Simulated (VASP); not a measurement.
Computed with PBE GGA, VASP's PBE PAW potentials (set 64) (plane waves; VASP 6.6.1).

VASP input:

**POSCAR**
```
TiAl
1
    2.7555200129     0.0000000000     0.0000000000
    0.0000000000     2.7555200129     0.0000000000
    0.0000000000     0.0000000000     3.9623253863
Ti Al
1 1
Direct
  0.0000000000   0.0000000000   0.0000000000
  0.5000000000   0.5000000000   0.5000000000
```

**KPOINTS**
```
Automatic mesh
0
Gamma
13 13 9
0 0 0
```

### INCAR
```
EDIFF  =  1E-6   ! SCF stop (eV)
LWAVE  =  .FALSE.
PSTRESS  =  100   ! kbar
GGA  =  PE
ALGO  =  Normal   ! blocked Davidson
NSW  =  40
PREC  =  Accurate
ENCUT  =  500   ! plane-wave cut-off (eV)
NELM  =  100
LASPH  =  .TRUE.   ! aspherical one-centre terms
LREAL  =  .FALSE.
LMAXMIX  =  4   ! l cut-off of mixed one-centre charges
ISMEAR  =  1
ISIF  =  3
SIGMA  =  0.1   ! width (eV)
EDIFFG  =  -0.02
SYSTEM  =  TiAl
IBRION  =  2   ! conjugate gradients
LCHARG  =  .FALSE.
```

POTCAR, in this order: Ti_sv Al (PBE.64 set). Program: vasp_std.

The run wrote:

### OUTCAR
```
 ion  position               nearest neighbor table
   1  0.000  0.000  0.000-   2 2.78   2 2.78   2 2.78   2 2.78   2 2.78   2 2.78   2 2.78   2 2.78
  LATTYP: Found a simple tetragonal cell.
 ALAT       =     2.7555200129
 C/A-ratio  =     1.4379592120
 Subroutine PRICEL returns:
 Original cell was already a primitive cell.
 Subroutine GETGRP returns: Found 16 space group operations
The static configuration has the point symmetry D_4h.
The dynamic configuration has the point symmetry D_4h.
 Subroutine INISYM returns: Found 16 space group operations
 Subroutine IBZKPT returns following result:
 Found    140 irreducible k-points:

 Following reciprocal coordinates:
            Coordinates               Weight
  0.000000  0.000000  0.000000      1.000000
  0.076923  0.000000  0.000000      4.000000
  0.153846  0.000000  0.000000      4.000000
  0.230769  0.000000  0.000000      4.000000
  0.307692  0.000000  0.000000      4.000000
  0.384615  0.000000  0.000000      4.000000
  0.461538  0.000000  0.000000      4.000000
  0.076923  0.076923  0.000000      4.000000
  0.153846  0.076923  0.000000      8.000000
...
```

### OSZICAR
```
       N       E                     dE             d eps       ncg     rms          rms(c)
DAV:   1     0.900559389042E+02    0.90056E+02   -0.73435E+03  3083   0.137E+03
DAV:   2    -0.773992473129E+01   -0.97796E+02   -0.95046E+02  3128   0.334E+02
DAV:   3    -0.136136700270E+02   -0.58737E+01   -0.56418E+01  4816   0.789E+01
DAV:   4    -0.138126104955E+02   -0.19894E+00   -0.19547E+00  3811   0.128E+01
DAV:   5    -0.138213578391E+02   -0.87473E-02   -0.87381E-02  4490   0.242E+00    0.104E+01
DAV:   6    -0.124512335391E+02    0.13701E+01   -0.11418E+01  3766   0.380E+01    0.342E+00
DAV:   7    -0.123291220883E+02    0.12211E+00   -0.99413E-01  3531   0.109E+01    0.213E+00
DAV:   8    -0.123206898228E+02    0.84323E-02   -0.13884E-01  3447   0.434E+00    0.513E-01
DAV:   9    -0.123195557175E+02    0.11341E-02   -0.27321E-02  3741   0.224E+00    0.255E-01
DAV:  10    -0.123197581658E+02   -0.20245E-03   -0.18663E-03  3770   0.509E-01    0.617E-02
DAV:  11    -0.123197353872E+02    0.22779E-04   -0.48235E-04  3876   0.255E-01    0.506E-02
DAV:  12    -0.123197376575E+02   -0.22703E-05   -0.38305E-05  3510   0.697E-02    0.111E-02
DAV:  13    -0.123197369360E+02    0.72152E-06   -0.82732E-07  2500   0.995E-03
   1 F= -.10441948E+02 E0= -.10441683E+02  d E =-.104419E+02
```

**OUTCAR**
```
------------------------ aborting loop because EDIFF is reached ----------------------------------------
  FORCE on cell =-STRESS in cart. coord.  units (eV):
  Direction    XX          YY          ZZ          XY          YZ          ZX
  --------------------------------------------------------------------------------------
  Total        1.8666157      1.8666157      1.8599118      0.0000000     -0.0000000      0.0000000
  in kB       99.4049958     99.4049958     99.0479872      0.0000000     -0.0000000      0.0000000
  external PRESSURE =      -0.7140071 kB  Pullay stress =     100.0000000 kB
  volume of cell :       30.09
      direct lattice vectors                 reciprocal lattice vectors
     2.755520013  0.000000000  0.000000000     0.362907907  0.000000000  0.000000000
     0.000000000  2.755520013  0.000000000     0.000000000  0.362907907  0.000000000
     0.000000000  0.000000000  3.962325386     0.000000000  0.000000000  0.252377052
 POSITION                                       TOTAL-FORCE (eV/Angst)
 -----------------------------------------------------------------------------------
      0.00000      0.00000      0.00000         0.000000      0.000000      0.000000
      1.37776      1.37776      1.98116         0.000000      0.000000      0.000000
 -----------------------------------------------------------------------------------
    total drift:                               -0.000000      0.000000     -0.000000
  FREE ENERGIE OF THE ION-ELECTRON SYSTEM (eV)
  ---------------------------------------------------
  free  energy   TOTEN  =       -12.3197369360 eV

  energy  without entropy=      -12.3189421356  energy(sigma->0) =      -12.31947200
  enthalpy is  TOTEN    =       -10.4419483551 eV   P V=        1.8777885809

 reached required accuracy - stopping structural energy minimisation
```
(Selected blocks of OUTCAR.)

OUTCAR:
```
 val. band max:        9.1021809445   @ k =   0.1538   0.0000   0.2222

 cond. band min:       9.1144673346   @ k =   0.2308   0.0769   0.4444


 Fermi energy:         9.1037547085

 k-point     1 :       0.0000    0.0000    0.0000
  band No.  band energies     occupation
      1     -47.3502      2.00000
      2     -23.7564      2.00000
      3     -23.2543      2.00000
      4     -23.2543      2.00000
      5      -0.2543      2.00000
      6       7.1082      2.00000
      7       8.1687      2.00000
      8       8.8880      2.00929
      9      11.4672      0.00000
     10      11.4672      0.00000
     11      12.7244      0.00000

 k-point     2 :       0.0769    0.0000    0.0000
  band No.  band energies     occupation
      1     -47.3458      2.00000
      2     -23.7521      2.00000
      3     -23.2898      2.00000
      4     -23.2513      2.00000
      5      -0.1309      2.00000
      6       7.2097      2.00000
      7       8.2197      2.00000
      8       8.7597      2.00001
      9      11.4891      0.00000
     10      11.6146      0.00000
     11      12.5959      0.00000

 k-point     3 :       0.1538    0.0000    0.0000
  band No.  band energies     occupation
      1     -47.3336      2.00000
      2     -23.7403      2.00000
      3     -23.3872      2.00000
      4     -23.2429      2.00000
      5       0.2347      2.00000
      6       7.4821      2.00000
      7       8.3239      2.00000
      8       8.4454      2.00000
      9      11.5506      0.00000
     10      12.0020      0.00000
     11      12.2671      0.00000

 k-point     4 :       0.2308    0.0000    0.0000
  band No.  band energies     occupation
      1     -47.3163      2.00000
      2     -23.7235      2.00000
      3     -23.5227      2.00000
      4     -23.2309      2.00000
      5       0.8305      2.00000
      6       7.8207      2.00000
      7       8.0659      2.00000
      8       8.2906      2.00000
      9      11.6390      0.00000
...
```

The compound is TiAl in the L1_0 structure. It was relaxed first under an external pressure of 10 GPa. The electron count is odd and the run is not spin-polarised, which forces a metal.
